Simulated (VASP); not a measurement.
AlIn3As4, 16 atoms in the cell. The structure is orthorhombic, space group Amm2 (No. 38). The conventional cell has a = 4.231 Å, b = 8.464 Å, c = 11.972 Å, α = 90.00°, β = 90.00°, γ = 90.00°. Al (site symmetry mm2) has 4 As at 2.49 to 2.52 Å as nearest neighbours. Around In (site symmetry m) lie 4 As at 2.60 to 2.65 Å. In (site symmetry mm2) is surrounded by 4 As at 2.60 to 2.62 Å. As (site symmetry mm2) has 2 Al at 2.52 Å and 2 In at 2.65 Å as nearest neighbours. As (site symmetry m) has 1 Al at 2.49 Å and 3 In at 2.62 to 2.63 Å as nearest neighbours. As (site symmetry mm2) has 4 In at 2.60 Å as nearest neighbours. The cell was built by a generator and needn't be a form met in nature.

| Quantity | Value |
| --- | --- |
| Program | VASP 6.6.1 |
| Task | band structure |
| Functional | PBEsol |
| Potentials or basis | VASP PAW PBE potentials, release 64 (Al, In_d, As) |
| Cutoff | 520 eV |
| k mesh | 6 × 6 × 6 |
| Occupations | gaussian, width 0.03 eV |
| Spin | no spin polarisation |
| Further INCAR settings | ALGO = Fast; EDIFF = 1e-06; NBANDS = 76 |

Potentials or basis: VASP PAW PBE potentials, release 64 (Al, In_d, As).

The run is started by

```bash
$ cat potpaw_PBE.64/Al/POTCAR potpaw_PBE.64/In_d/POTCAR potpaw_PBE.64/As/POTCAR > POTCAR
$ mpirun -np 4 vasp_std > vasp.out
```

Hardware: 4 MPI ranks on Intel(R) Xeon(R) 6975P-C (Granite Rapids), on a shared host.

Task: Estimate the wall time of this run.

Result: Run time: 10 min on 4 MPI ranks on Intel(R) Xeon(R) 6975P-C (Granite Rapids) (shared host), peak memory 1.8 GiB a rank. Counts: scf iterations 29, k points 46.
